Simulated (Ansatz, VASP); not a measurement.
This is a calculation of SiF for VASP 6.6.1.

INCAR

```
SYSTEM = SiF
ALGO     = Normal         ! electronic algorithm
EDIFF    = 1E-6           ! SCF threshold, eV
EDIFFG   = -0.01          ! ionic threshold
ENCUT    = 600            ! plane-wave cutoff, eV
IBRION   = 2              ! ionic algorithm
ISIF     = 3              ! what is computed and relaxed
ISMEAR   = -1             ! smearing method
LASPH    = .True.         ! aspherical terms in the spheres
LCHARG   = .False.        ! write CHGCAR
LREAL    = .False.        ! projectors in reciprocal space
LWAVE    = .False.        ! write WAVECAR
NELM     = 80             ! most SCF steps
NSW      = 40             ! ionic steps
PREC     = Accurate       ! precision mode
SIGMA    = 0.05           ! smearing width, eV
```

Contents of KPOINTS:

```
k-points
0
Gamma
  9 9 9
  0 0 0
```

The input POSCAR:

```
SiF
1.0
    3.0286000000      0.0000000000      0.0000000000
    0.0000000000      3.0286000000      0.0000000000
    0.0000000000      0.0000000000      3.0286000000
Si F
1 1
Direct
    0.5000000000      0.5000000000      0.5000000000
    0.0000000000      0.0000000000      0.0000000000
```

Potentials or basis: VASP PAW LDA potentials, release 64 (Si, F).

Command:

```console
$ cat potpaw_LDA.64/Si/POTCAR potpaw_LDA.64/F/POTCAR > POTCAR
$ mpirun -np 1 vasp_std > vasp.out
```

Set up the same calculation for Ansatz 0.2.0. Potentials there: Ansatz PAW.

As run (the cutoff follows the program's own potentials):

Contents of input.yaml:

```yaml
crystal:
  lattice:
    - [3.0286, 0.0, 0.0]
    - [0.0, 3.0286, 0.0]
    - [0.0, 0.0, 3.0286]
  atoms:
    - { symbol: Si, position: [0.5, 0.5, 0.5] }
    - { symbol: F, position: [0.0, 0.0, 0.0] }
hamiltonian:
  xc: lda
  pseudopotentials: { kind: paw }
kpoints:
  mp_grid: { grid: [9, 9, 9] }
scf:
  occupations: { method: fermi_dirac, width: 0.05 }
output:
  forces: true
  stress: true
  eigenvalues: true
relax:
  f_tol: 0.01
  max_steps: 40
  cell: { stress_tol: 0.05 }
```

Potentials or basis: Ansatz PAW.

Command:

```sh
$ ansatz run input.yaml --threads 2 --pin off --max-ram 5632MiB --backend cpu --events-out ev --progress --plain --runs-dir out
```

Both were run:

|  | VASP | Ansatz | Ansatz less VASP |
| --- | --- | --- | --- |
| gap on the k mesh at the Fermi level, each at its own relaxed structure (eV) | none | none | - |
| relaxed volume (Å³/atom) | 12.87 | 12.91 | +0.036 |
| relaxed cell length with the largest relative difference (Å) | 2.953 | 2.956 | +0.0027 |
| energy change over the relaxation (meV/atom) | -20 | -19 | +1.5 |

A gap of «none» marks a metal or a gap that the smearing closes.

Caveats: an odd number of electrons without spin polarisation forces a metal; a magnetic or distorted state may lie lower; the plane-wave basis is chosen anew once the cell has moved, so the energies of steps on either side of that aren't comparable (Ansatz); the pressure holds a Pulay correction of +0.7 GPa for the finite cutoff (Ansatz); the PAW data sets come from PBE, with cores solved anew for the run's functional, which leaves a small shift of forces and pressure (Ansatz).
